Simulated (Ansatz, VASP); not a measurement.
# Cross-check of CoO (zincblende prototype) between VASP and Ansatz, part 2 of 3

Wanted: the spread between two codes on one cell, functional and k mesh. The cell is invented: As first built, before any earlier steps moved the atoms (in the runner's words): zincblende prototype, lattice guessed from radii. It may not be a known or stable phase. The cell is taken from a series of runs on this material, whose earlier steps may have relaxed, scaled, displaced or heated it; both programs get it as it stands.

VASP 6.6.1 and Ansatz 0.2.0.

So far: The structure; Ansatz: single point, LDA, DFT+U, pair 1.

### 3. VASP: single point, LDA, DFT+U, pair 1

Level of this step: LDA, DFT+U (Co d 1.75 eV), spin-polarised from a ferrimagnetic start; plane waves and PAW (Co, O); invented cell (VASP).

The same cell, functional (in two slightly different forms), mesh and smearing now go to VASP, with its own data sets.

Lines of VASP's logs that name or quote its potential files are left out, and so is its time.

File INCAR:

```
SYSTEM = CoO
PREC = Accurate
ENCUT = 520
EDIFF = 1E-06
NELM = 200
ISMEAR = -1
SIGMA = 0.05
LREAL = .FALSE.
ALGO = Normal
GGA = PW92
NBANDS = 33
ISPIN = 2
MAGMOM = 2.27 2.27 -2.14 0.14 0.14 0.01
LDAU = .TRUE.
LDAUTYPE = 2
LDAUL = 2 -1
LDAUU = 1.75 0
LDAUJ = 0 0
LDAUPRINT = 1
LASPH = .TRUE.
LMAXMIX = 4
LORBIT = 11
LWAVE = .FALSE.
LCHARG = .FALSE.
ISIF = 2
GGA_COMPAT = .FALSE.
KPAR = 2
```

File POSCAR:

```
CoO
1.0
    0.0000000000     -2.2851447630     -2.2851447630
   -4.5702895260      0.0000000000      0.0000000000
    2.2851447630      4.5702895260     -2.2851447630
Co O
3 3
Direct
    0.6666666667      0.6666666667      0.3333333333
    0.3333333333      0.3333333333      0.6666666667
    0.0000000000      0.0000000000      0.0000000000
    0.1666666667      0.4166666667      0.3333333333
    0.8333333333      0.0833333333      0.6666666667
    0.5000000000      0.7500000000      0.0000000000
```

File KPOINTS:

```
Automatic mesh
0
Gamma
9 9 9
0 0 0
```

The projector-augmented-wave data sets are Co and O (LDA family, release 64).

On the command line:

```sh
$ mpirun -np 2 vasp_std
```

Numbers of over 12 decimals in the logs are rounded to 6 here.

The program printed:

```text
[banner, memory and clock lines left out]
running    2 mpi-ranks, on    1 nodes
 distrk:  each k-point on    1 cores,    2 groups
 distr:  one band on    1 cores,    1 groups

 POSCAR found type information on POSCAR CoO
 POSCAR found :  2 types and       6 ions
|                                                                             |
|               ----> ADVICE to this user running VASP <----                  |
|                                                                             |
|     You enforced a specific xc type in the INCAR file but a different       |
|     [... a line on the potential file left out ...]
|     I HOPE YOU KNOW WHAT YOU ARE DOING!                                     |
|                                                                             |

 LDA part: xc-table for (Slater(with rela. corr.)+PW92), standard interpolation
 POSCAR, INCAR and KPOINTS ok, starting setup
 FFT: planning ... GRIDC
 FFT: planning ... GRID_SOFT
 FFT: planning ... GRID
 WAVECAR not read
 entering main loop
       N       E                     dE             d eps       ncg     rms          rms(c)
DAV:   1     0.425813369870E+03    0.42581E+03   -0.20149E+04 16508   0.158E+03
DAV:   2     0.139905227415E+02   -0.41182E+03   -0.37784E+03 16849   0.375E+02
DAV:   3    -0.462072805355E+02   -0.60198E+02   -0.56979E+02 19698   0.162E+02
DAV:   4    -0.484572350181E+02   -0.22500E+01   -0.22351E+01 18950   0.340E+01
DAV:   5    -0.485192366413E+02   -0.62002E-01   -0.61954E-01 22230   0.521E+00    0.284E+01
DAV:   6    -0.470834410881E+02    0.14358E+01   -0.79347E+01 24060   0.118E+02    0.385E+01
DAV:   7    -0.415369078602E+02    0.55465E+01   -0.23353E+01 19581   0.101E+02    0.163E+01
DAV:   8    -0.431374802211E+02   -0.16006E+01   -0.12652E+01 24737   0.475E+01    0.250E+01
DAV:   9    -0.418278443008E+02    0.13096E+01   -0.36492E+00 21842   0.461E+01    0.746E+00
DAV:  10    -0.419602250695E+02   -0.13238E+00   -0.76173E-01 27200   0.123E+01    0.201E+00
DAV:  11    -0.420295374580E+02   -0.69312E-01   -0.19687E-01 25015   0.663E+00    0.133E+00
DAV:  12    -0.420386903837E+02   -0.91529E-02   -0.36840E-02 25603   0.280E+00    0.783E-01
DAV:  13    -0.420447032630E+02   -0.60129E-02   -0.12024E-02 23704   0.109E+00    0.449E-01
DAV:  14    -0.420456246206E+02   -0.92136E-03   -0.15925E-03 26321   0.526E-01    0.297E-01
DAV:  15    -0.420459705837E+02   -0.34596E-03   -0.15291E-03 27983   0.629E-01    0.108E-01
DAV:  16    -0.420460485699E+02   -0.77986E-04   -0.56748E-04 24829   0.223E-01    0.501E-02
DAV:  17    -0.420460556850E+02   -0.71151E-05   -0.77417E-05 23893   0.789E-02    0.258E-02
DAV:  18    -0.420460609702E+02   -0.52852E-05   -0.17205E-05 19774   0.342E-02    0.141E-02
DAV:  19    -0.420460625909E+02   -0.16207E-05   -0.11117E-05 19199   0.407E-02    0.633E-03
DAV:  20    -0.420460633274E+02   -0.73653E-06   -0.31630E-06 11639   0.148E-02
   1 F= -.42046063E+02 E0= -.42045869E+02  d E =-.389202E-03  mag=     2.9988
```

OUTCAR, selected parts (step 3):

```text
ion  position               nearest neighbor table
   1  0.667  0.667  0.333-   6 1.98   5 1.98   4 1.98   4 1.98
   2  0.333  0.333  0.667-   6 1.98   5 1.98   5 1.98   4 1.98
   3  0.000  0.000  0.000-   5 1.98   4 1.98   6 1.98   6 1.98
   4  0.167  0.417  0.333-   3 1.98   1 1.98   1 1.98   2 1.98
   5  0.833  0.083  0.667-   3 1.98   2 1.98   1 1.98   2 1.98
   6  0.500  0.750  0.000-   1 1.98   2 1.98   3 1.98   3 1.98

  LATTYP: Found a body centered orthorhombic cell.
 ALAT       =     3.2316827158
 B/A-ratio  =     1.4142135624
 C/A-ratio  =     3.0000000000

 Subroutine GETGRP returns: Found  4 space group operations
 (whereof  4 operations were pure point group operations)

The static configuration has the point symmetry C_2v.

 Found    125 irreducible k-points:

   k-points           NKPTS =    125   k-points in BZ     NKDIM =    125   number of bands    NBANDS=     33

   dimension x,y,z NGX =    24 NGY =   36 NGZ =   42
   dimension x,y,z NGXF=    48 NGYF=   72 NGZF=   84

   ENCUT  =  520.0 eV  38.22 Ry    6.18 a.u.   6.01  8.50 10.41*2*pi/ulx,y,z

   NELECT =      45.0000    total number of electrons

 k-points in reciprocal lattice and weights: Automatic mesh
   0.00000000  0.00000000  0.00000000       0.001
   0.11111111  0.00000000  0.00000000       0.005
   0.22222222  0.00000000  0.00000000       0.005
   0.33333333  0.00000000  0.00000000       0.005
   0.44444444  0.00000000  0.00000000       0.005
   0.00000000  0.11111111  0.00000000       0.005
   0.11111111  0.11111111  0.00000000       0.011
   0.22222222  0.11111111  0.00000000       0.011
   0.33333333  0.11111111  0.00000000       0.011
[...]
o =  0.9539  v =  0.0000  0.0000  0.0000  0.0000  0.0000  0.0000  0.5936  0.4024  0.0000 -0.6969      0.0000  0.0000  0.0000  0.0000  0.0000  0.0000  0.0000  0.0000  0.0000  0.0000
  o =  0.9605  v =  0.0000  0.0000  0.0000  0.0000  0.0000  0.7071  0.0000 -0.0000  0.7071  0.0000      0.0000  0.0000  0.0000  0.0000  0.0000  0.0000  0.0000  0.0000  0.0000  0.0000

 average (electrostatic) potential at core
       1 -83.1888       2 -83.1888       3 -83.2208       4 -71.6537       5 -71.6537
       6 -71.6695

 E-fermi :   5.3058

 spin component 1
 k-point     1 :       0.0000    0.0000    0.0000
  band No.  band energies     occupation
    ...
     20       3.7808      1.00000
     21       4.0156      1.00000
     22       4.5326      1.00000
     23       4.5821      1.00000
     24       4.6391      1.00000
     25       5.4358      0.06913
     26       6.7232      0.00000
     27       6.8387      0.00000
     28       7.1984      0.00000
     29      12.0364      0.00000
    ...

 k-point     2 :       0.1111    0.0000    0.0000
  band No.  band energies     occupation
    ...
     20       3.7641      1.00000
     21       3.9348      1.00000
     22       4.1683      1.00000
     23       4.6416      1.00000
     24       4.6811      1.00000
     25       5.8751      0.00001
     26       6.6685      0.00000
     27       6.8060      0.00000
     28       7.1172      0.00000
     29      11.9505      0.00000
    ...

 k-point     3 :       0.2222    0.0000    0.0000
  band No.  band energies     occupation
    ...
     20       3.6508      1.00000
     21       3.7861      1.00000
     22       3.8088      1.00000
     23       4.6099      1.00000
     24       4.7181      0.99999
     25       6.2032      0.00000
     26       6.6587      0.00000
     27       6.8470      0.00000
     28       7.2235      0.00000
     29      11.5045      0.00000
    ...

 k-point     4 :       0.3333    0.0000    0.0000
  band No.  band energies     occupation
    ...
     20       3.4541      1.00000
     21       3.5689      1.00000
     22       3.6472      1.00000
     23       4.5000      1.00000
     24       4.8023      0.99996
     25       6.0624      0.00000
     26       6.4808      0.00000
     27       6.5245      0.00000
     28       8.4594      0.00000
     29      10.9308      0.00000
    ...

 k-point     5 :       0.4444    0.0000    0.0000
  band No.  band energies     occupation
    ...
     20       3.2785      1.00000
     21       3.4334      1.00000
     22       3.5048      1.00000
     23       4.4486      1.00000
     24       4.8901      0.99976
     25       5.9543      0.00000
     26       6.2548      0.00000
     27       6.3296      0.00000
     28       9.8657      0.00000
     29      10.5531      0.00000
    ...

 k-point     6 :       0.0000    0.1111    0.0000
  band No.  band energies     occupation
    ...
     20       3.6849      1.00000
     21       4.0363      1.00000
     22       4.4892      1.00000
     23       4.6141      1.00000
     24       4.7015      0.99999
     25       5.6603      0.00083
     26       6.7440      0.00000
     27       6.8168      0.00000
     28       7.1861      0.00000
     29      11.8613      0.00000
    ...

  Total       -7.1151896     -7.1070066     -7.1070066      0.0000000      0.6811579     -0.0000000
  in kB     -159.2225795   -159.0394624   -159.0394624      0.0000000     15.2428440     -0.0000000
  external PRESSURE =    -159.1005014 kB  Pullay stress =       0.0000000 kB

  energy-cutoff  :      520.00
  volume of cell :       71.60
      direct lattice vectors                 reciprocal lattice vectors
     0.000000000 -2.285144763 -2.285144763     0.000000000 -0.145869679 -0.291739358
    -4.570289526  0.000000000  0.000000000    -0.218804519  0.072934840 -0.072934840
     2.285144763  4.570289526 -2.285144763     0.000000000  0.145869679 -0.145869679

 POSITION                                       TOTAL-FORCE (eV/Angst)
 -----------------------------------------------------------------------------------
     -2.28514     -0.00000     -2.28514        -0.124652     -0.039139      0.039139
      0.00000      2.28514     -2.28514        -0.124652      0.039139     -0.039139
      0.00000      0.00000      0.00000        -0.273951      0.000000     -0.000000
     -1.14257      1.14257     -1.14257         0.197087     -0.073525      0.073525
      1.14257      1.14257     -3.42772         0.197087      0.073525     -0.073525
     -3.42772     -1.14257     -1.14257         0.129081      0.000000     -0.000000
 -----------------------------------------------------------------------------------
    total drift:                               -0.000567     -0.000017      0.000006

  FREE ENERGIE OF THE ION-ELECTRON SYSTEM (eV)
  ---------------------------------------------------
  free  energy   TOTEN  =       -42.0460633274 eV

  energy  without entropy=      -42.0456741254  energy(sigma->0) =      -42.04586873

 total charge
# of ion       s       p       d       tot
------------------------------------------
    1        0.345   0.419   7.201   7.965
    2        0.345   0.419   7.201   7.965
    3        0.343   0.420   7.205   7.968
    4        1.537   3.411   0.000   4.948
    5        1.537   3.411   0.000   4.948
    6        1.538   3.409   0.000   4.947
--------------------------------------------------
tot          5.644  11.490  21.608  38.742

 magnetization (x)
# of ion       s       p       d       tot
------------------------------------------
    1        0.010   0.048   2.396   2.454
    2        0.010   0.048   2.396   2.454
    3       -0.005  -0.042  -2.257  -2.304
    4        0.009   0.128   0.000   0.137
    5        0.009   0.128   0.000   0.137
    6        0.001   0.010   0.000   0.010
--------------------------------------------------
tot          0.034   0.320   2.535   2.888

[... 6 further parts left out ...]
```

The magnetic state follows from one typed start and may not be the lowest.

### 4. Comparison

Known differences besides the potentials themselves: VASP starts from the moments at which Ansatz ended; U acts on the PAW sphere in VASP and on atomic orbitals in Ansatz, so only states and trends compare; the data sets hold 69 valence electrons in Ansatz (on its default PAW (the set named soft_2) files) and 45 in VASP; the cutoff is 420 eV in Ansatz and 520 eV in VASP; VASP's log shows a relativistic correction to its local exchange, Ansatz's none; site moments are counted in spheres of each program's own size. Total energies have different zeros and are not compared.

Compared:

```tsv
quantity	Ansatz	VASP	difference
total moment (μB)	3.00	3.00	0.00
moment on Co1 (μB)	2.27	2.45	-0.18
moment on Co2 (μB)	2.27	2.45	-0.18
moment on Co3 (μB)	-2.14	-2.30	+0.17
moment on O4 (μB)	0.14	0.14	+0.01
moment on O5 (μB)	0.14	0.14	+0.01
```

### 5. Ansatz: single point, LDA, DFT+U, pair 2

With cell and atoms fixed, the geometry can't cause a difference; cores, projectors, grids and the points listed under the comparison can.

The cell is taken from a series of runs on this material, whose earlier steps may have relaxed, scaled, displaced or heated it; both programs get it as it stands.

File input.yaml:

```yaml
crystal:
  lattice:
    - [0.0, -2.285144763, -2.285144763]
    - [-4.570289526, 0.0, 0.0]
    - [2.285144763, 4.570289526, -2.285144763]
  atoms:
    - { symbol: Co, position: [0.666666667, 0.666666667, 0.333333333], spin: 3.0 }
    - { symbol: Co, position: [0.333333333, 0.333333333, 0.666666667], spin: 3.0 }
    - { symbol: Co, position: [0.0, 0.0, 0.0], spin: 3.0 }
    - { symbol: O, position: [0.166666667, 0.416666667, 0.333333333] }
    - { symbol: O, position: [0.833333333, 0.083333333, 0.666666667] }
    - { symbol: O, position: [0.5, 0.75, 0.0] }
magnetization:
  spin_polarized: true
kpoints:
  mp_grid: { grid: [9, 9, 9] }
hamiltonian:
  xc: lda
  hubbard:
    sites:
      - { species: Co, l: d, u_eff: 2.62 }
      - { site: 0, l: d, u_eff: 2.62, starting_ns: [{ spin: up, occupation_matrix: co1_major }, { spin: down, occupation_matrix: co1_minor }] }
      - { site: 1, l: d, u_eff: 2.62, starting_ns: [{ spin: up, occupation_matrix: co1_major }, { spin: down, occupation_matrix: co1_minor }] }
      - { site: 2, l: d, u_eff: 2.62, starting_ns: [{ spin: up, occupation_matrix: co1_major }, { spin: down, occupation_matrix: co1_minor }] }
    projectors: ortho-atomic
    occupation_matrices:
      co1_major:
        matrix:
          - [0.998, 0.0, 0.0, 0.0, 0.0]
          - [0.0, 0.992, 0.0, 0.0, 0.0]
          - [0.0, 0.0, 0.992, 0.0, 0.0]
          - [0.0, 0.0, 0.0, 0.998, 0.0]
          - [0.0, 0.0, 0.0, 0.0, 0.992]
      co1_minor:
        matrix:
          - [0.967, 0.0, 0.0, 0.0, 0.0]
          - [0.0, 0.163, 0.0, 0.0, 0.0]
          - [0.0, 0.0, 0.163, 0.0, 0.0]
          - [0.0, 0.0, 0.0, 0.967, 0.0]
          - [0.0, 0.0, 0.0, 0.0, 0.163]
scf:
  occupations: { method: fermi_dirac, width: 0.05 }
output:
  eigenvalues: true
```

On the command line:

```sh
$ ansatz run input.yaml --threads 4 --pin off --max-ram 8192MiB --backend cpu --events-out ev --progress --plain --runs-dir out
```

The program printed:

```text
[...]
Crystal: 6 atoms, lattice volume = 71.597 Å³
Basis set: ecut = 420 eV, 1391 PW (Γ)
Bands: 47, of which v1, the nominal top of the filled ones, is band 35 counted from 1 (34 counted from 0)
Symmetry: 12 space group operations
[...]
k-points: 125 of 729 (time reversal used)
[...]
Starting moments: Σ|m| = 9 μB on 3 of 6 sites
[...]
k-point 0 ↑: bands = [... 31 lower, 6.5648, 7.7186, 7.7186, 8.3884, 8.3884, 9.7129, 9.7130, 9.7130, ... 8 higher]
  k-point 1 ↑: bands = [... 31 lower, 6.7707, 7.6865, 7.7831, 8.0865, 8.6778, 9.4056, 9.6606, 9.7016, ... 8 higher]
  k-point 2 ↑: bands = [... 31 lower, 7.0051, 7.7721, 7.7891, 7.8140, 8.9412, 9.0285, 9.4975, 9.6660, ... 8 higher]
  k-point 124 ↓: bands = [... 31 lower, 10.2384, 10.9875, 11.6434, 11.6434, 11.8698, 11.8698, 12.2700, 12.2701, ... 8 higher]
Occupation matrices written to <dir>
[key lines of the parts left out:]
SCF converged after 12 iterations
Magnetization: 8.9853 μB (38.9926 up, 30.0074 down)
Free energy (F): -16846.199862 eV
Fermi energy:    9.769342 eV
```

### 6. VASP: single point, LDA, DFT+U, pair 2

The same cell, functional (in two slightly different forms), mesh and smearing now go to VASP, with its own data sets.

INCAR, as its differences from that of step 3:

```diff
@@ -10,5 +10,5 @@
 GGA = PW92
-NBANDS = 33
+NBANDS = 36
 ISPIN = 2
-MAGMOM = 2.27 2.27 -2.14 0.14 0.14 0.01
+MAGMOM = 2.41 2.41 2.41 0.27 0.27 0.27
 LDAU = .TRUE.
@@ -16,3 +16,3 @@
 LDAUL = 2 -1
-LDAUU = 1.75 0
+LDAUU = 2.62 0
 LDAUJ = 0 0
```

POSCAR is that of step 3.

KPOINTS is that of step 3.

On the command line:

```sh
$ mpirun -np 2 vasp_std
```

The program printed:

```text
[banner, memory and clock lines left out]
running    2 mpi-ranks, on    1 nodes
[...]
[... a notice as in an earlier step ...]

 LDA part: xc-table for (Slater(with rela. corr.)+PW92), standard interpolation
 POSCAR, INCAR and KPOINTS ok, starting setup
[...]
entering main loop
       N       E                     dE             d eps       ncg     rms          rms(c)
DAV:   1     0.431130448197E+03    0.43113E+03   -0.20063E+04 18040   0.146E+03
DAV:   2     0.150841381548E+02   -0.41605E+03   -0.37667E+03 18428   0.355E+02
DAV:   3    -0.451273655736E+02   -0.60212E+02   -0.56841E+02 19904   0.152E+02
DAV:   4    -0.471992336958E+02   -0.20719E+01   -0.20547E+01 21136   0.300E+01
[...]
DAV:  16    -0.407197511867E+02    0.35148E-05   -0.26747E-05 23724   0.720E-02    0.125E-02
DAV:  17    -0.407197512794E+02   -0.92702E-07   -0.13076E-05 21548   0.533E-02    0.760E-03
DAV:  18    -0.407197513729E+02   -0.93515E-07   -0.29063E-06 14788   0.217E-02
   1 F= -.40719751E+02 E0= -.40717844E+02  d E =-.381382E-02  mag=     8.9796
```

Parts of OUTCAR (step 6):

```text
  Total       -4.7014870     -4.7042073     -4.7042073      0.0000000     -0.0008072      0.0000000
  in kB     -105.2091280   -105.2700026   -105.2700026      0.0000000     -0.0180634      0.0000000
  external PRESSURE =    -105.2497111 kB  Pullay stress =       0.0000000 kB

 POSITION                                       TOTAL-FORCE (eV/Angst)
 -----------------------------------------------------------------------------------
     -2.28514     -0.00000     -2.28514         0.000166     -0.000000     -0.000000
      0.00000      2.28514     -2.28514         0.000166     -0.000000      0.000000
      0.00000      0.00000      0.00000         0.000166     -0.000000     -0.000000
     -1.14257      1.14257     -1.14257        -0.000166      0.000000     -0.000000
      1.14257      1.14257     -3.42772        -0.000166     -0.000000     -0.000000
     -3.42772     -1.14257     -1.14257        -0.000166      0.000000     -0.000000
 -----------------------------------------------------------------------------------
    total drift:                               -0.000004     -0.000017      0.000007

  FREE ENERGIE OF THE ION-ELECTRON SYSTEM (eV)
  ---------------------------------------------------
  free  energy   TOTEN  =       -40.7197513729 eV

  energy  without entropy=      -40.7159375563  energy(sigma->0) =      -40.71784446

 magnetization (x)
# of ion       s       p       d       tot
------------------------------------------
    1        0.017   0.053   2.552   2.623
    2        0.017   0.053   2.552   2.623
    3        0.017   0.053   2.552   2.623
    4        0.017   0.234   0.000   0.251
    5        0.017   0.234   0.000   0.251
    6        0.017   0.234   0.000   0.251
--------------------------------------------------
tot          0.102   0.861   7.657   8.620

[... 1 part as in an earlier step ...]

[... 2 further parts left out ...]
[key lines of the parts left out:]
E-fermi :   4.9513
```

The run ends at a pressure of -10.52 GPa, with forces up to 1.7e-4 eV/Å.

### 7. Differences

What differs besides the data sets and the points named for the pairs above, as far as they apply: the data sets hold 69 valence electrons in Ansatz (on its default PAW (the set named soft_2) files) and 45 in VASP. Total energies have different zeros and are not compared.

Both answers:

```tsv
quantity	Ansatz	VASP	difference
total moment (μB)	8.99	8.98	+0.01
moment on Co1 (μB)	2.40	2.62	-0.22
moment on Co2 (μB)	2.40	2.62	-0.22
moment on Co3 (μB)	2.40	2.62	-0.22
moment on O4 (μB)	0.27	0.25	+0.02
moment on O5 (μB)	0.27	0.25	+0.02
moment on O6 (μB)	0.27	0.25	+0.02
```

[end of part 2 of 3]

[Lines on the potential files, build, host, timing and source positions are cut from VASP's logs without a mark.]

[Logs are printed without paths, hosts, clocks, repeated set-up lines and the standing remarks that a program may print on its own settings, such as how far it seeks lower states.]

[Hosts, paths, dates, database ids (printed as entryN), source tags and the programs' standing remarks are cut or masked in the printed files.]
